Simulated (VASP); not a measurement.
Here is the system:

```yaml
crystal:
  lattice:
    - [0.00000, 2.94626, 2.94626]
    - [2.94626, 0.00000, 2.94626]
    - [2.94626, 2.94626, 0.00000]
  atoms:
    - { symbol: Cu, position: [0.00000, 0.00000, 0.00000] }
    - { symbol: I, position: [0.25000, 0.25000, 0.25000] }
```

Calculation: PBE0 hybrid, VASP's PBE PAW potentials (set 64) (plane waves; VASP 6.6.1). Numerical set-up: 520 eV cut-off, 6×6×6 Γ-centred mesh, Gaussian smearing of 0.050 eV, potentials Cu I.

Unless said otherwise, spin-orbit coupling is left out, though it shifts the bands of the heavy elements here.

**Question.** Predict the energy per atom (σ→0), pressure, band gap (on the k-mesh) with the smallest direct gap where there is one.

**Answer.** 
```
Item                                          Value
-----------------------------------  --------------
band gap (on the k-mesh)                    3.44 eV
smallest direct gap (on the k-mesh)         3.44 eV
energy per atom (σ→0)                -3.463 eV/atom
pressure                                   4.48 GPa
```

Only differences to runs with the same potentials and settings are physical.

The compound is CuI in the zinc blende structure. This cell is one point of a volume scan, at 0.91 of the reference volume. The cell's shape comes from a PBE relaxation.
